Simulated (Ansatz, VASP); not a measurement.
# Cross-check of Cu (Copper) between VASP and Ansatz

One calculation is typed for both programs; each brings its own data sets. How far apart do they land? The cell is taken from a series of runs on this material, whose earlier steps may have relaxed, scaled, displaced or heated it; both programs get it as it stands.

Calculated with Ansatz 0.2.0; plane waves, with VASP 6.6.1 beside it; relaxation of cell and atoms at LDA.

## 1. Set-up

It takes space group Fm-3m (No. 225, cubic). Conventional cell: a = 3.527 Å, b = 3.527 Å, c = 3.527 Å, α = 90.00°, β = 90.00°, γ = 90.00°. Nearest to Cu lie 12 Cu at 2.49 Å.

## 2. Ansatz: relaxation of cell and atoms, LDA

Ansatz runs on its PAW soft_1 files.

The relaxed volume is the usual yardstick between codes: in a stiff, nearly cubic crystal its relative difference is about their pressure difference at one cell divided by the bulk modulus.

Input file input.yaml:

```yaml
crystal:
  lattice:
    - [0.0, 1.7636629636, 1.7636629636]
    - [1.7636629636, 0.0, 1.7636629636]
    - [1.7636629636, 1.7636629636, 0.0]
  atoms:
    - { symbol: Cu, position: [0.0, 0.0, 0.0] }
kpoints:
  mp_grid: { grid: [10, 10, 10] }
hamiltonian:
  xc: lda
  pseudopotentials: { kind: paw, azcp: { folder: soft_1 }, xc_functional: pbe }
scf:
  occupations: { method: gaussian, width: 0.1 }
output:
  forces: true
  stress: true
  eigenvalues: true
basis:
  ecutwfc: 260.0
relax:
  adjacent_minimum: "off"
  f_tol: 0.005
  max_steps: 80
  cell: { stress_tol: 0.05 }
```

Launch:

```sh
$ ansatz run input.yaml --threads 4 --pin off --max-ram 7168MiB --backend cpu --events-out ev --progress --plain --runs-dir out
```

Numbers of over 12 decimals in the logs are rounded to 6 here.

The program printed:

```text
Warning: basis.ecutwfc = 260 eV is below the records' recommended 420 eV, and the density's cutoff is lower with it unless basis.ecutrho_ratio is high enough to keep the records' density cutoff: compare with a run at a higher cutoff
Engine: ansatz 0.2.0, aarch64-unknown-linux-gnu
Pseudopotentials: kind: paw
Pseudopotential: Cu, paw, valence charge 19, recommended cutoff 420 eV (normal), soft_1/Cu.paw.azcp
Functional definition: SPW92
  exchange = slater_x
  correlation = pw_c
Crystal: 1 atoms, lattice volume = 10.972 Å³
Basis set: ecut = 260 eV, 113 PW (Γ)
Bands: 14, of which v1, the nominal top of the filled ones, is band 10 counted from 1 (9 counted from 0)
Symmetry: 48 space group operations
Space group: Fm-3m (ITA 225), of the structure as read, at distance tolerance 2.2e-5 Å
k-points: 47 of 1000
Non-local potential: Cu, projectors of the file, l = 0: 3, l = 1: 2, l = 2: 3, l = 3: 1
PAW form: soft (Blöchl's): semilocal exchange-correlation on the pseudo side does not see the compensation charge
PAW frozen core: Cu, regenerated for the run's functional, and the local potential with it (the file was generated under x = pbe(κ = 0.804, μ = 0.219515), c = pbe(β = 0.066725))
PAW one-centre angular grid: Cu, 590 points (default); XC on 64 Gauss nodes
Initial density: superposition of atomic densities (chi_scale 0.1, normalization cell)
Initial wavefunctions: pseudopotential atomic-orbital guess
Functional: x = slater, c = lda
SCF iter   1: F=—  HF=-6556.131141 eV  |F-HF|=—  |Δ(HF+E_count)|=         —  Δρ=3.22e-1  dr2=6.39e0  ethr=3.10e-3  ⟨swp⟩=4.1  Hψ=2880  notcnv=0
preconditioner: auto → none  [metal: Δε(μ)=0.068 eV  Ē_g=16.679 eV  σ=0.100 eV  W_gap=0.35  n_scr=0 (ndim 8)  ℏωp=37.2 eV  f_vac=0.000  D(μ)=0.78/eV (n_scr^D=14)]
SCF iter   2: F=—  HF=-6554.695083 eV  |F-HF|=—  |Δ(HF+E_count)|=    1.44e0  Δρ=1.47e-2  dr2=1.46e-2  ethr=3.10e-3  ⟨swp⟩=2.0  Hψ=1638  notcnv=0  defer=14
SCF iter   3: F=—  HF=-6554.692917 eV  |F-HF|=—  |Δ(HF+E_count)|=   2.17e-3  Δρ=6.91e-3  dr2=2.83e-3  ethr=7.70e-5  ⟨swp⟩=1.0  Hψ=978  notcnv=0  defer=14
SCF iter   4: F=—  HF=-6554.692451 eV  |F-HF|=—  |Δ(HF+E_count)|=   4.66e-4  Δρ=2.59e-4  dr2=2.74e-6  ethr=1.49e-5  ⟨swp⟩=1.0  Hψ=705  notcnv=0  defer=14
SCF iter   5: F=—  HF=-6554.692449 eV  |F-HF|=—  |Δ(HF+E_count)|=   1.78e-6  Δρ=4.53e-5  dr2=4.44e-8  ethr=1.44e-8  ⟨swp⟩=2.3  Hψ=993  notcnv=0  defer=14
SCF iter   6: F=-6554.692449 eV  HF=-6554.692449 eV  |F-HF|=2.68e-10  |Δ(HF+E_count)|=   5.01e-8  Δρ=2.67e-6  dr2=4.54e-10  ethr=2.33e-10  ⟨swp⟩=3.2  Hψ=2260  notcnv=0
SCF 1 converged in 6 iterations: F = -6554.692449 eV  dr2 = 4.54e-10
  greatest PAW one-centre occupation: 1.006 electrons in one spin orbital (limit 2), on the Cu atom at site 0 (counted from 0), in its partial waves of l = 0
relax step   1: F+E_penalty+E_count = -6554.69244889 eV  Δ(F+E_penalty+E_count) = +0.000e0 eV  max|allowed force component| = 0.000e0 eV/Å  Δτ_max = 0.0000 Å  P = -0.349 GPa  Ω = 10.972 Å³  (6 SCF iters, dr2 threshold 1.00e-7 eV, accepted)
[...]
relax step   2: F+E_penalty+E_count = -6554.69871313 eV  Δ(F+E_penalty+E_count) = -6.264e-3 eV  max|allowed force component| = 0.000e0 eV/Å  Δτ_max = 0.0000 Å  P = +0.326 GPa  Ω = 10.962 Å³  energy of the carried Pulay correction = +6.264e-3 eV  (4 SCF iters, dr2 threshold 1.00e-7 eV, accepted)
[...]
relax step  19: F+E_penalty+E_count = -6554.69864642 eV  Δ(F+E_penalty+E_count) = -2.444e-2 eV  max|allowed force component| = 0.000e0 eV/Å  Δτ_max = 0.0000 Å  P = -0.063 GPa  Ω = 10.946 Å³  stress off target by 6.29e-2 GPa  SCF on the basis re-selected at this cell (its energy is not comparable with the rows above)  (7 SCF iters)
[...]
relax step  20: F+E_penalty+E_count = -6554.69921760 eV  Δ(F+E_penalty+E_count) = -5.712e-4 eV  max|allowed force component| = 0.000e0 eV/Å  Δτ_max = 0.0000 Å  P = -0.001 GPa  Ω = 10.945 Å³  energy of the carried Pulay correction = +5.710e-4 eV  (4 SCF iters, dr2 threshold 9.89e-9 eV, accepted)
[...]
relax step  21: F+E_penalty+E_count = -6554.69921760 eV  Δ(F+E_penalty+E_count) = +4.547e-12 eV  max|allowed force component| = 0.000e0 eV/Å  Δτ_max = 0.0000 Å  P = -0.055 GPa  Ω = 10.945 Å³  stress off target by 5.52e-2 GPa  SCF on the basis re-selected at this cell (its energy is not comparable with the rows above)  (2 SCF iters)
[...]
relax step  22: F+E_penalty+E_count = -6554.69972515 eV  Δ(F+E_penalty+E_count) = -5.076e-4 eV  max|allowed force component| = 0.000e0 eV/Å  Δτ_max = 0.0000 Å  P = -0.024 GPa  Ω = 10.944 Å³  energy of the carried Pulay correction = +5.074e-4 eV  (4 SCF iters, dr2 threshold 7.61e-9 eV, accepted)
[...]
relax step  23: F+E_penalty+E_count = -6554.69972515 eV  Δ(F+E_penalty+E_count) = -9.095e-13 eV  max|allowed force component| = 0.000e0 eV/Å  Δτ_max = 0.0000 Å  P = -0.048 GPa  Ω = 10.944 Å³  stress off target by 4.83e-2 GPa  SCF on the basis re-selected at this cell (its energy is not comparable with the rows above)  (2 SCF iters)
basis re-selected at this cell: Δ(F+E_penalty+E_count) = -9.095e-13 eV, ΔP = -0.024 GPa vs the last step (what re-selecting the basis moved, of the pressure what is left beyond the Pulay correction that the steps carried, after the strain that the cell walked since its last selection, with what the two solves' SCF thresholds leave and, on support functions, any second-order correction that the steps lacked; it is no  [...]
SCF converged after 2 iterations
Free energy (F): -6554.699725 eV
Harris-Foulkes:  -6554.699725 eV  (|F-HF|=3.64e-12)
Internal energy: -6554.697229 eV  (E = F + TS)
E sigma→0 (E₀):  -6554.698477 eV
Entropy (-TS):   -0.002496 eV (-2.496 meV/atom)
Fermi energy:    17.244084 eV
--- Per-component energies (eV) ---
  E_band       = -351.005034
  E_kinetic    = 263.347761
  E_local      = -4385.757211  (includes V_loc(G=0)·N_el)
  E_nonlocal   = 921.570782
  E_hartree    = 1864.922859
  E_xc         = -68.560884
  E_vxc        = -88.874195  (∫ρ·V_xc dr)
  E_paw        = -1769.430211  (= ΣΔE_a)
  E_vpaw       = -791.104665  (= ΣTr[D̂ρ^β])
  E_aug_tail   = -0.033122  (compensation charges beyond the density's cutoff)
  E_ewald      = -3381.206864
  E_core_change = 0.449661  (= ΣΔE_core)
  E_smearing   = -0.002496  (= −TS)
  E_closure    = -0.000000  (closes the sum)
  Σ components = -6554.699725   (vs F -6554.699725, Δ=0.00e0)
--- Forces (eV/Å), atoms counted from 1 ---
  atom   1  Cu    -0.00000000     0.00000000    -0.00000000
  max |Σ_I F_I| component: 2.05e-32 eV/Å
--- Stress (GPa, compression-positive) ---
       -0.048316       0.000000       0.000000
        0.000000      -0.048316      -0.000000
        0.000000      -0.000000      -0.048316
  P = ⅓ Tr σ = -0.0483 GPa (-0.483 kbar)
--- Band table (eV; the first three rows and the last of 47) ---
  k-point 0: bands = [... 6 lower, 13.9562, 13.9562, 14.8654, 14.8654, 40.8577, 43.9133, 43.9133, 43.9133]
  k-point 1: bands = [... 6 lower, 14.0285, 14.0285, 14.8433, 14.8433, 38.4823, 41.7712, 43.0149, 43.0149]
  k-point 2: bands = [... 6 lower, 14.1443, 14.1443, 14.8936, 14.8936, 33.1410, 41.1872, 41.9133, 41.9133]
  k-point 46: bands = [... 6 lower, 13.8947, 14.9410, 15.6532, 22.5096, 25.4719, 25.8169, 27.4479, 44.0750]
--- Relaxed structure (14 steps of the walk, 13 accepted, 9 SCFs on fresh bases) ---
  F+E_penalty+E_count = -6554.69972515 eV   max|allowed force component| = 0.000e0 eV/Å   (the final SCF, on the basis selected at the relaxed cell)
  cell:  # Å, volume = 10.9444 Å³
    - [0, 1.762193, 1.762193]
    - [1.762193, 0, 1.762193]
    - [1.762193, 1.762193, 0]
  atoms:
    - { symbol: Cu, position: [0.0, 0.0, 0.0] }
```

Reading the cycles: dr2 is the Hartree energy of the density residual (eV), the measure of convergence; HF is the Harris–Foulkes estimate of the energy, which meets the free energy F at convergence.

## 3. VASP: relaxation of cell and atoms, LDA

The same cell, functional (in two slightly different forms), mesh and smearing now go to VASP, with its own data sets.

Lines of VASP's logs that name or quote its potential files are left out, and so is its time.

Input file INCAR:

```
SYSTEM = Cu
PREC = Accurate
ENCUT = 600
EDIFF = 1E-07
NELM = 120
ISMEAR = 0
SIGMA = 0.1
LREAL = .FALSE.
ALGO = Normal
GGA = CA
NBANDS = 11
LASPH = .TRUE.
LORBIT = 11
LWAVE = .FALSE.
LCHARG = .FALSE.
ISIF = 3
IBRION = 2
NSW = 80
EDIFFG = -0.005
GGA_COMPAT = .FALSE.
NELMIN = 4
```

Input file POSCAR:

```
Cu
1.0
    0.0000000000      1.7636630000      1.7636630000
    1.7636630000      0.0000000000      1.7636630000
    1.7636630000      1.7636630000      0.0000000000
Cu
1
Direct
    0.0000000000      0.0000000000      0.0000000000
```

Input file KPOINTS:

```
Automatic mesh
0
Gamma
10 10 10
0 0 0
```

PAW data sets: Cu (LDA family, release 64).

Launch:

```sh
$ mpirun -np 1 vasp_std
```

The program printed:

```text
[banner, memory and clock lines left out]
running    1 mpi-ranks, on    1 nodes
 distrk:  each k-point on    1 cores,    1 groups
 distr:  one band on    1 cores,    1 groups

 POSCAR found type information on POSCAR Cu
 POSCAR found :  1 types and       1 ions
 LDA part: xc-table for (Slater(with rela. corr.)+CA(PZ))
 , standard interpolation
 POSCAR, INCAR and KPOINTS ok, starting setup
 FFT: planning ... GRIDC
 FFT: planning ... GRID_SOFT
 FFT: planning ... GRID
 WAVECAR not read
 entering main loop
       N       E                     dE             d eps       ncg     rms          rms(c)
DAV:   1     0.418658280516E+02    0.41866E+02   -0.61092E+03  1117   0.192E+03
DAV:   2    -0.457704811907E+01   -0.46443E+02   -0.43594E+02  1046   0.218E+02
DAV:   3    -0.570563736943E+01   -0.11286E+01   -0.11251E+01  1240   0.420E+01
DAV:   4    -0.571276953818E+01   -0.71322E-02   -0.71313E-02  1142   0.291E+00
DAV:   5    -0.571283649510E+01   -0.66957E-04   -0.66956E-04  1181   0.283E-01    0.806E+00
DAV:   6    -0.507644108081E+01    0.63640E+00   -0.15697E+01  1187   0.847E+01    0.380E+00
DAV:   7    -0.471176648284E+01    0.36467E+00   -0.23883E+00  1202   0.330E+01    0.664E-01
DAV:   8    -0.469481434643E+01    0.16952E-01   -0.76986E-03  1307   0.106E+00    0.251E-01
DAV:   9    -0.469359170778E+01    0.12226E-02   -0.57199E-03  1244   0.142E+00    0.153E-02
DAV:  10    -0.469360361530E+01   -0.11908E-04   -0.29022E-05  1402   0.959E-02    0.404E-03
DAV:  11    -0.469360505693E+01   -0.14416E-05   -0.17094E-06  1348   0.150E-02    0.745E-04
DAV:  12    -0.469360504862E+01    0.83032E-08   -0.59909E-08   705   0.419E-03
   1 F= -.46936050E+01 E0= -.46918569E+01  d E =-.469361E+01
 curvature:   0.00 expect dE= 0.000E+00 dE for cont linesearch  0.000E+00
 trial: gam= 0.00000 g(F)=  0.330E-62 g(S)=  0.158E-03 ort = 0.000E+00 (trialstep = 0.100E+01)
 search vector abs. value=  0.158E-03
 bond charge predicted
       N       E                     dE             d eps       ncg     rms          rms(c)
DAV:   1    -0.469906348164E+01   -0.54584E-02   -0.92246E-02  1208   0.720E+00    0.608E-01
DAV:   2    -0.469546031535E+01    0.36032E-02   -0.71979E-02  1178   0.561E+00    0.242E-01
DAV:   3    -0.469377353721E+01    0.16868E-02   -0.11321E-02  1193   0.229E+00    0.862E-02
DAV:   4    -0.469361791754E+01    0.15562E-03   -0.19012E-04  1305   0.158E-01    0.334E-03
DAV:   5    -0.469361808831E+01   -0.17077E-06   -0.10514E-06  1119   0.111E-02    0.283E-03
DAV:   6    -0.469361797287E+01    0.11544E-06   -0.28312E-07   685   0.886E-03    0.169E-04
DAV:   7    -0.469361797222E+01    0.65097E-09   -0.57032E-09   583   0.125E-03
   2 F= -.46936180E+01 E0= -.46918579E+01  d E =-.129236E-04
 trial-energy change:   -0.000013  1 .order   -0.000013   -0.000158    0.000132
 step:   0.5444(harm=  0.5444)  dis= 0.00000  next Energy=    -4.693648 (dE=-0.429E-04)
 bond charge predicted
       N       E                     dE             d eps       ncg     rms          rms(c)
DAV:   1    -0.469477713057E+01   -0.11592E-02   -0.19210E-02  1205   0.331E+00    0.277E-01
DAV:   2    -0.469402928742E+01    0.74784E-03   -0.14859E-02  1190   0.254E+00    0.110E-01
DAV:   3    -0.469367967081E+01    0.34962E-03   -0.23552E-03  1178   0.104E+00    0.394E-02
DAV:   4    -0.469364734881E+01    0.32322E-04   -0.40277E-05  1319   0.734E-02    0.164E-03
DAV:   5    -0.469364738602E+01   -0.37214E-07   -0.22398E-07  1061   0.536E-03
   3 F= -.46936474E+01 E0= -.46918923E+01  d E =-.423374E-04
 curvature:  -0.27 expect dE=-0.219E-06 dE for cont linesearch -0.219E-06
 trial: gam= 0.00000 g(F)=  0.563E-62 g(S)=  0.805E-06 ort =-0.113E-04 (trialstep = 0.909E+00)
 search vector abs. value=  0.806E-06
 reached required accuracy - stopping structural energy minimisation
```

OUTCAR, selected parts (step 3):

```text
ion  position               nearest neighbor table
   1  0.000  0.000  0.000-

  LATTYP: Found a face centered cubic cell.
 ALAT       =     3.5273260000

 Subroutine GETGRP returns: Found 48 space group operations
 (whereof 48 operations were pure point group operations)

The static configuration has the point symmetry O_h .

 Found     47 irreducible k-points:

   k-points           NKPTS =     47   k-points in BZ     NKDIM =     47   number of bands    NBANDS=     11

   dimension x,y,z NGX =    20 NGY =   20 NGZ =   20
   dimension x,y,z NGXF=    40 NGYF=   40 NGZF=   40

   ENCUT  =  600.0 eV  44.10 Ry    6.64 a.u.   4.98  4.98  4.98*2*pi/ulx,y,z

   NELECT =      11.0000    total number of electrons

 k-points in reciprocal lattice and weights: Automatic mesh
   0.00000000  0.00000000  0.00000000       0.001
   0.10000000  0.00000000  0.00000000       0.008
   0.20000000  0.00000000  0.00000000       0.008
   0.30000000  0.00000000  0.00000000       0.008
   0.40000000  0.00000000  0.00000000       0.008
   0.50000000  0.00000000  0.00000000       0.004
   0.10000000  0.10000000  0.00000000       0.006
   0.20000000  0.10000000  0.00000000       0.024
   0.30000000  0.10000000  0.00000000       0.024
[...]
-0.30000000  0.40000000  0.20000000       0.024
  -0.30000000  0.50000000  0.20000000       0.012

 average (electrostatic) potential at core
       1 -63.7929

 E-fermi :   8.2035

 k-point     1 :       0.0000    0.0000    0.0000
  band No.  band energies     occupation
    ...
      2       5.0076      2.00000
      3       5.0076      2.00000
      4       5.0076      2.00000
      5       5.9505      2.00000
      6       5.9505      2.00000
      7      31.6151      0.00000
      8      34.6949      0.00000
      9      34.6949      0.00000
     10      34.6949      0.00000
     11      37.3039      0.00000

 k-point     2 :       0.1000    0.0000    0.0000
  band No.  band energies     occupation
    ...
      2       4.9241      2.00000
      3       5.0801      2.00000
      4       5.0801      2.00000
      5       5.9242      2.00000
      6       5.9242      2.00000
      7      29.2601      0.00000
      8      32.5474      0.00000
      9      33.7935      0.00000
     10      33.7935      0.00000
     11      38.6811      0.00000

 k-point     3 :       0.2000    0.0000    0.0000
  band No.  band energies     occupation
    ...
      2       4.7572      2.00000
      3       5.1896      2.00000
      4       5.1896      2.00000
      5       5.9464      2.00000
      6       5.9464      2.00000
      7      23.9940      0.00000
      8      31.9816      0.00000
      9      32.6726      0.00000
     10      32.6726      0.00000
     11      39.1762      0.00000

  Total        0.0023590      0.0023590      0.0023590     -0.0000000     -0.0000000      0.0000000
  in kB        0.3453783      0.3453783      0.3453783     -0.0000000     -0.0000000      0.0000000
  external PRESSURE =       0.3453783 kB  Pullay stress =       0.0000000 kB

  energy-cutoff  :      600.00
  volume of cell :       10.94
      direct lattice vectors                 reciprocal lattice vectors
     0.000000000  1.762134101  1.762134101    -0.283746850  0.283746850  0.283746850
     1.762134101  0.000000000  1.762134101     0.283746850 -0.283746850  0.283746850
     1.762134101  1.762134101 -0.000000000     0.283746850  0.283746850 -0.283746850

 POSITION                                       TOTAL-FORCE (eV/Angst)
 -----------------------------------------------------------------------------------
      0.00000      0.00000      0.00000         0.000000      0.000000      0.000000
 -----------------------------------------------------------------------------------
    total drift:                                0.000000      0.000000      0.000000

  FREE ENERGIE OF THE ION-ELECTRON SYSTEM (eV)
  ---------------------------------------------------
  free  energy   TOTEN  =        -4.6936473860 eV

  energy  without entropy=       -4.6901372603  energy(sigma->0) =       -4.69189232

 reached required accuracy - stopping structural energy minimisation

 total charge
# of ion       s       p       d       tot
------------------------------------------
    1        0.477   0.442   9.185  10.104

[... 3 further parts left out ...]
```

CONTCAR:

```
Cu
   1.00000000000000
     0.0000000000000000    1.7621341014178069    1.7621341014178069
     1.7621341014178069    0.0000000000000000    1.7621341014178069
     1.7621341014178069    1.7621341014178069   -0.0000000000000000
  Cu
     1
Direct
     0.0000000000000000    0.0000000000000000    0.0000000000000000
```

## 4. Comparison

Known differences besides the potentials themselves: the two LDA forms differ slightly; the data sets hold 19 valence electrons in Ansatz (on its PAW soft_1 files) and 11 in VASP; the cutoff is 260 eV in Ansatz and 600 eV in VASP; VASP's log shows a relativistic correction to its local exchange, Ansatz's none; Ansatz adds a Pulay correction to the stress that steers its cell, VASP none; Ansatz's log warns that its cutoff lies below the recommended one. Total energies have different zeros and are not compared.

Compared:

| quantity | Ansatz | VASP | difference |
| --- | --- | --- | --- |
| volume (Å³) | 10.94 | 10.94 | +0.01 % |
| edge a after relaxation, in the typed setting (Å) | 2.492 | 2.492 | +0.00 % |

## 5. Outcome

```yaml
difference_in_volume_relaxation_of_cell_and_atoms_lda: 0.010 %
```

What this shows: The difference in volume is 0.010 % (relaxation of cell and atoms, LDA), within the 1.2 % picked in this series as the mark of a large difference, as far as the stopping tolerances let one tell. The data sets hold unlike numbers of valence electrons (19 in Ansatz and 11 in VASP), so part of the differences comes from the potentials. How closely two codes agree says nothing of how well the functional describes the real material.

[Lines on the potential files, build, host, timing and source positions are cut from VASP's logs without a mark.]

[Logs are printed without paths, hosts, clocks, repeated set-up lines and the standing remarks that a program may print on its own settings, such as how far it seeks lower states.]

[Hosts, paths, dates, database ids (printed as entryN), source tags and the programs' standing remarks are cut or masked in the printed files.]
